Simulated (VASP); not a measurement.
# TaSn (P4/nmm) in VASP: single point with r2SCAN

Aim: the single point of TaSn with r2SCAN.

Everything below comes from runs of VASP 6.6.1. Logs are shortened: lines on timing, memory, paths and dates and some standing lists are left out, and cuts for length are marked.

## 1. Starting point

It takes space group P4/nmm (No. 129, tetragonal). Conventional cell: a = 3.648 Å, b = 3.648 Å, c = 6.088 Å, α = 90.00°, β = 90.00°, γ = 90.00°. Ta (site symmetry 4mm) is surrounded by 6 Sn at 2.91 to 3.17 Å and 4 Ta at 2.95 Å. Around Sn (site symmetry 4mm) lie 6 Ta at 2.91 to 3.17 Å and 4 Sn at 3.08 Å.

The cell was built by a generator and needn't be a form met in nature.

## 2. Single point, r2SCAN

File INCAR:

```
SYSTEM = TaSn
PREC     = Accurate       ! precision mode
ENCUT    = 520            ! plane-wave cutoff, eV
EDIFF    = 1E-6           ! SCF threshold, eV
ISMEAR   = 0              ! smearing method
SIGMA    = 0.1            ! smearing width, eV
LREAL    = .False.        ! projectors in reciprocal space
LASPH    = .True.         ! aspherical terms in the spheres
NELM     = 150            ! most SCF steps
ALGO     = Normal         ! electronic algorithm
ISIF     = 2              ! what is computed and relaxed
LWAVE    = .False.        ! write WAVECAR
LCHARG   = .False.        ! write CHGCAR
METAGGA  = R2SCAN         ! meta-GGA
LMIXTAU  = .True.       
NBANDS   = 33             ! bands
KPAR     = 4
```

File KPOINTS:

```
Automatic mesh
0
Gamma
  10 10 6
  0 0 0
```

File POSCAR:

```
TaSn
1.0
    3.6484800000      0.0000000000      0.0000000000
    0.0000000000      3.6484800000      0.0000000000
    0.0000000000      0.0000000000      6.0875100000
Ta Sn
2 2
Direct
    0.5000000000      0.0000000000      0.8826890000
    0.0000000000      0.5000000000      0.1173110000
    0.5000000000      0.0000000000      0.3615170000
    0.0000000000      0.5000000000      0.6384830000
```

Potentials or basis: VASP PAW PBE potentials, release 64 (Ta_pv, Sn_d).

Command:

```bash
cat potpaw_PBE.64/Ta_pv/POTCAR potpaw_PBE.64/Sn_d/POTCAR > POTCAR
mpirun -np 4 vasp_std > vasp.out
```

OUTCAR:

```text
SYSTEM = TaSn
   PREC = Accurate
   ENCUT = 520
   EDIFF = 1E-6
   ISMEAR = 0
   LREAL = .False.
   LASPH = .True.
   NELM = 150
   ISIF = 2
   METAGGA = R2SCAN

 ion  position               nearest neighbor table
   1  0.500  0.000  0.883-   3 2.91   2 2.95   2 2.95   2 2.95   2 2.95   4 2.98   4 2.98   4 2.98
                             4 2.98   3 3.17
   2  0.000  0.500  0.117-   4 2.91   1 2.95   1 2.95   1 2.95   1 2.95   3 2.98   3 2.98   3 2.98
                             3 2.98   4 3.17
   3  0.500  0.000  0.362-   1 2.91   2 2.98   2 2.98   2 2.98   2 2.98   4 3.08   4 3.08   4 3.08
                             4 3.08   1 3.17
   4  0.000  0.500  0.638-   2 2.91   1 2.98   1 2.98   1 2.98   1 2.98   3 3.08   3 3.08   3 3.08
                             3 3.08   2 3.17

  LATTYP: Found a simple tetragonal cell.
 ALAT       =     3.6484800000
 C/A-ratio  =     1.6685057887

  Lattice vectors:

 A1 = (   3.6484800000,   0.0000000000,   0.0000000000)
 A2 = (   0.0000000000,   3.6484800000,   0.0000000000)
 A3 = (   0.0000000000,   0.0000000000,   6.0875100000)

Analysis of symmetry for initial positions (statically):
=====================================================================
 Subroutine PRICEL returns:
 Original cell was already a primitive cell.

 Routine SETGRP: Setting up the symmetry group for a
 simple tetragonal supercell.

 Subroutine GETGRP returns: Found 16 space group operations
 (whereof  8 operations were pure point group operations)
 out of a pool of 16 trial point group operations.

The static configuration has the point symmetry D_2d.
 The point group associated with its full space group is D_4h.

Analysis of symmetry for dynamics (positions and initial velocities):
=====================================================================
 Subroutine PRICEL returns:
 Original cell was already a primitive cell.

 Routine SETGRP: Setting up the symmetry group for a
 simple tetragonal supercell.

 Subroutine GETGRP returns: Found 16 space group operations
 (whereof  8 operations were pure point group operations)
 out of a pool of 16 trial point group operations.

The dynamic configuration has the point symmetry D_2d.
 The point group associated with its full space group is D_4h.

 Subroutine INISYM returns: Found 16 space group operations
 (whereof  8 operations are pure point group operations),
 and found     1 'primitive' translations

----------------------------------------------------------------------------------------

                                     Primitive cell

  volume of cell :      81.0333

  direct lattice vectors                    reciprocal lattice vectors
     3.648480000  0.000000000  0.000000000     0.274086743  0.000000000  0.000000000
     0.000000000  3.648480000  0.000000000     0.000000000  0.274086743  0.000000000
     0.000000000  0.000000000  6.087510000     0.000000000  0.000000000  0.164270777

  length of vectors
     3.648480000  3.648480000  6.087510000     0.274086743  0.274086743  0.164270777

  position of ions in fractional coordinates (direct lattice)
     0.500000000  0.000000000  0.882689000
     0.000000000  0.500000000  0.117311000
     0.500000000  0.000000000  0.361517000
     0.000000000  0.500000000  0.638483000

  ion indices of the primitive-cell ions
   primitive index   ion index
                 1           1
                 2           2
                 3           3
                 4           4

----------------------------------------------------------------------------------------

 KPOINTS: Automatic mesh

Automatic generation of k-mesh.
 Grid dimensions read from file:
 generate k-points for:   10   10    6

 Generating k-lattice:

  Cartesian coordinates                     Fractional coordinates (reciprocal lattice)
     0.027408674  0.000000000  0.000000000     0.100000000  0.000000000  0.000000000
     0.000000000  0.027408674  0.000000000     0.000000000  0.100000000  0.000000000
     0.000000000  0.000000000  0.027378463     0.000000000  0.000000000  0.166666667

  Length of vectors
     0.027408674  0.027408674  0.027378463

  Shift w.r.t. Gamma in fractional coordinates (k-lattice)
     0.000000000  0.000000000  0.000000000

 Subroutine IBZKPT returns following result:
 ===========================================

 Found     84 irreducible k-points:

 Following reciprocal coordinates:
            Coordinates               Weight
  0.000000  0.000000  0.000000      1.000000
  0.100000  0.000000  0.000000      4.000000
  0.200000  0.000000  0.000000      4.000000
  0.300000  0.000000  0.000000      4.000000
  0.400000  0.000000  0.000000      4.000000
  0.500000  0.000000  0.000000      2.000000
[... 16 lines left out ...]
  0.100000  0.000000  0.166667      8.000000
  0.200000  0.000000  0.166667      8.000000
 [... further k-points ...]
   k-points           NKPTS =     84   k-points in BZ     NKDIM =     84   number of bands    NBANDS=     33
   number of dos      NEDOS =    301   number of ions     NIONS =      4
   total plane-waves  NPLWV =  37632
   dimension x,y,z NGX =    28 NGY =   28 NGZ =   48
   dimension x,y,z NGXF=    56 NGYF=   56 NGZF=   96
   ions per type =               2   2
   NGX,Y,Z   is equivalent  to a cutoff of  12.76, 12.76, 13.11 a.u.
   NGXF,Y,Z  is equivalent  to a cutoff of  25.52, 25.52, 26.22 a.u.
 SYSTEM =  TaSn
   PREC   = accura    normal or accurate (medium, high low for compatibility)
   ISTART =      0    job   : 0-new  1-cont  2-samecut
   ICHARG =      2    charge: 1-file 2-atom 10-const
   ISPIN  =      1    spin polarized calculation?
   LNONCOLLINEAR =      F non collinear calculations
   LSORBIT =      F    spin-orbit coupling
   LASPH  =      T    aspherical Exc in radial PAW
   ENCUT  =  520.0 eV  38.22 Ry    6.18 a.u.   6.78  6.78 11.32*2*pi/ulx,y,z
   NELM   =    150;   NELMIN=  2; NELMDL= -5     # of ELM steps
   EDIFF  = 0.1E-05   stopping-criterion for ELM
   LREAL  =      F    real-space projection
   EDIFFG = 0.1E-04   stopping-criterion for IOM
   NSW    =      0    number of steps for IOM
   IBRION =     -1    ionic relax: 0-MD 1-quasi-New 2-CG
   NFREE  =      0    steps in history (QN), initial steepest desc. (CG)
   ISIF   =      2    stress and relaxation
   ISYM   =      2    0-nonsym 1-usesym 2-fastsym
   POTIM  = 0.5000    time-step for ionic-motion
   TEBEG  =    0.0;   TEEND  =   0.0 temperature during run
   PSTRESS=    0.0 pullay stress
   NELECT =      50.0000    total number of electrons
   NUPDOWN=      -1.0000    fix difference up-down
   EMIN   =  10.00;   EMAX   =-10.00  energy-range for DOS
   EFERMI =   0.00;   METHOD = LEGACY
   ISMEAR =     0;   SIGMA  =   0.10  broadening in eV -4-tet -1-fermi 0-gaus
   EFERMI_NEDOS =   21; number of points for ismear=-14 and -15
   IALGO  =     38    algorithm
   IMIX   =      4    mixing-type and parameters
     AMIX     =   0.40;   BMIX     =  1.00
     AMIX_MAG =   1.60;   BMIX_MAG =  1.00
  volume/ion in A,a.u.               =      20.26       136.71
  Fermi-wavevector in a.u.,A,eV,Ry     =   1.393725  2.633758 26.428884  1.942468
  Thomas-Fermi vector in A             =   2.517343
   LORBIT       =      0    0 simple, 1 ext, 2 COOP (PROOUT), +10 PAW based schemes
   METAGGA = R2SCAN    functional components
   LHFCALC =     F    Hartree Fock is set to
   AEXX    =    0.0000 exact exchange contribution
   IVDW    =     0    specifies the selected vdW correction
   LEPSILON=     F    determine dielectric tensor
   LRPA    =     F    only Hartree local field effects (RPA)
 non-spin polarized calculation
 Gauss-broadening in eV      SIGMA  =   0.10
  energy-cutoff  :      520.00
  volume of cell :       81.03
 maximum number of plane-waves:      2244
 NGX is ok and might be reduce to    28
   NGX = 13   NGY = 13   NGZ = 23

 number of electron      49.9999981 magnetization

 Free energy of the ion-electron system (eV)
  ---------------------------------------------------
  ext. energy  EPLUGINS =         0.00000000
  ---------------------------------------------------
  free energy    TOTEN  =      -146.36522811 eV

  energy without entropy =     -146.35145387  energy(sigma->0) =     -146.35834099

 E-fermi :   8.4156     XC(G=0): -12.9999

 val. band max:        8.4150551227   @ k =   0.5000   0.2000   0.5000
 cond. band min:       8.4285679443   @ k =   0.2000   0.1000   0.5000
 fundamental gap:      0.0135128217
 Fermi energy:         8.4155663089

 k-point     1 :       0.0000    0.0000    0.0000
  band No.  band energies     occupation
      1     -27.4590      2.00000
      2     -27.4373      2.00000
      3     -27.4373      2.00000
      4     -27.2774      2.00000
      5     -27.0442      2.00000
      6     -27.0442      2.00000
[... 25 lines left out ...]
     32      12.1244      0.00000
     33      13.7080      0.00000

 k-point     2 :       0.1000    0.0000    0.0000
  band No.  band energies     occupation
      1     -27.4640      2.00000
      2     -27.4586      2.00000
      3     -27.4273      2.00000
      4     -27.2572      2.00000
      5     -27.0534      2.00000
      6     -27.0511      2.00000
[... 25 lines left out ...]
     32      12.6202      0.00000
     33      14.0571      0.00000

 k-point     3 :       0.2000    0.0000    0.0000
  band No.  band energies     occupation
      1     -27.4990      2.00000
      2     -27.4792      2.00000
      3     -27.3983      2.00000
      4     -27.2182      2.00000
      5     -27.0802      2.00000
      6     -27.0683      2.00000
[... 25 lines left out ...]
     32      13.5189      0.00000
     33      14.5373      0.00000

 k-point     4 :       0.3000    0.0000    0.0000
  band No.  band energies     occupation
      1     -27.5334      2.00000
      2     -27.5028      2.00000
      3     -27.3535      2.00000
      4     -27.1809      2.00000
      5     -27.1223      2.00000
      6     -27.0891      2.00000
[... 25 lines left out ...]
     32      13.3261      0.00000
     33      14.2779      0.00000

 k-point     5 :       0.4000    0.0000    0.0000
  band No.  band energies     occupation
      1     -27.5506      2.00000
      2     -27.5290      2.00000
      3     -27.2976      2.00000
      4     -27.1760      2.00000
      5     -27.1512      2.00000
      6     -27.1089      2.00000
[... 604 lines left out ...]
 k-point    22 :       0.0000    0.0000    0.1667
  band No.  band energies     occupation
      1     -27.4591      2.00000
      2     -27.4373      2.00000
      3     -27.4373      2.00000
      4     -27.2781      2.00000
      5     -27.0442      2.00000
      6     -27.0442      2.00000
[... 25 lines left out ...]
     32      12.1237      0.00000
     33      14.4201      0.00000

 k-point    23 :       0.1000    0.0000    0.1667
  band No.  band energies     occupation
      1     -27.4642      2.00000
      2     -27.4587      2.00000
      3     -27.4273      2.00000
      4     -27.2578      2.00000
      5     -27.0534      2.00000
      6     -27.0510      2.00000
[... 25 lines left out ...]
     32      12.6553      0.00000
     33      14.6334      0.00000

 k-point    24 :       0.2000    0.0000    0.1667
  band No.  band energies     occupation
      1     -27.4993      2.00000
      2     -27.4794      2.00000
      3     -27.3983      2.00000
      4     -27.2185      2.00000
      5     -27.0802      2.00000
      6     -27.0683      2.00000
[... 25 lines left out ...]
     32      13.4614      0.00000
     33      13.8559      0.00000

 [... further k-points ...]

------------------------ aborting loop because EDIFF is reached ----------------------------------------

  FORCE on cell =-STRESS in cart. coord.  units (eV):
  Direction    XX          YY          ZZ          XY          YZ          ZX
  --------------------------------------------------------------------------------------
  -------------------------------------------------------------------------------------
  Total       -1.1399291     -1.1399291     -1.4661152      0.0000000      0.0000000      0.0000000
  in kB      -22.5384895    -22.5384895    -28.9877872      0.0000000      0.0000000      0.0000000
  external PRESSURE =     -24.6882554 kB  Pullay stress =       0.0000000 kB

 VOLUME and BASIS-vectors are now :
 -----------------------------------------------------------------------------
  energy-cutoff  :      520.00
  volume of cell :       81.03
      direct lattice vectors                 reciprocal lattice vectors
     3.648480000  0.000000000  0.000000000     0.274086743  0.000000000  0.000000000
     0.000000000  3.648480000  0.000000000     0.000000000  0.274086743  0.000000000
     0.000000000  0.000000000  6.087510000     0.000000000  0.000000000  0.164270777

 POSITION                                       TOTAL-FORCE (eV/Angst)
 -----------------------------------------------------------------------------------
      1.82424      0.00000      5.37338         0.000000     -0.000000     -0.032858
      0.00000      1.82424      0.71413         0.000000      0.000000      0.032858
      1.82424      0.00000      2.20074        -0.000000     -0.000000     -0.019318
      0.00000      1.82424      3.88677         0.000000     -0.000000      0.019318
 -----------------------------------------------------------------------------------
    total drift:                                0.000000      0.000000      0.000000

  FREE ENERGIE OF THE ION-ELECTRON SYSTEM (eV)
  ---------------------------------------------------
  free  energy   TOTEN  =      -146.3652281135 eV

  energy  without entropy=     -146.3514538693  energy(sigma->0) =     -146.35834099
```

Wall time 2.7 min (4 MPI ranks of Intel Xeon Platinum 8375C at 2.90GHz (Ice Lake), shared host); peak memory 0.33 GiB.

What came out:

| Quantity | Value |
| --- | --- |
| Free energy | -146.3652 eV |
| Pressure | -2.5 GPa |
| Largest force | 0.033 eV/Å |
| Band gap on the k mesh | none (metal or under the smearing width) |

Forces in eV/Å, atoms in the order of the input:
```
Ta   0.000  0.000 -0.033
Ta   0.000  0.000  0.033
Sn   0.000  0.000 -0.019
Sn   0.000  0.000  0.019
```

Caveat: the PAW data sets were made with another functional, which shifts forces and pressure a little. Spin-orbit coupling is left out, which matters for the levels of Ta.
